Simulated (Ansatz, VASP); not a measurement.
One calculation of H6PtC2, two programs

```
H Pt C
1.0
     0.00000    2.92511    2.92511
     2.92511    0.00000    2.92511
     2.92511    2.92511    0.00000
H Pt C
6 1 2
Cartesian
  1.8254 2.9251 2.9251
  2.9251 1.8254 2.9251
  4.0249 2.9251 2.9251
  2.9251 4.0249 2.9251
  2.9251 2.9251 1.8254
  2.9251 2.9251 4.0249
  0.0000 0.0000 0.0000
  1.4626 1.4626 1.4626
  4.3877 4.3877 4.3877
```

Change from the starting cell: species swapped into the K2TeBr6 type (Fm-3m, No. 225).

Alike in both runs: task relaxation of cell and atoms; functional PBE; k mesh 12 × 12 × 12; occupations gaussian, width 0.1 eV; no spin polarisation.

|  | VASP | Ansatz |
| --- | --- | --- |
| version | VASP 6.6.1 | Ansatz 0.2.0 |
| potentials or method | VASP PAW PBE potentials, release 64 (H, Pt, C) | scalar-relativistic, plane waves, PAW |
| plane-wave cutoff (eV) | 600 | 420 |
| valence electrons in the cell | 24 | 32 |

|  | VASP | Ansatz | Ansatz less VASP |
| --- | --- | --- | --- |
| gap on the k mesh at the Fermi level, each at its own relaxed structure (eV) | none | none | - |
| relaxed volume (Å³/atom) | 5.61 | 5.63 | +0.014 |
| relaxed cell length with the largest relative difference (Å) | 4.149 | 4.153 | +0.0035 |

A gap of «none» marks a metal or a gap that the smearing closes. The two sets of potentials don't hold the same shells in valence.

The runs have no spin-orbit coupling, so splittings on Pt are missing.
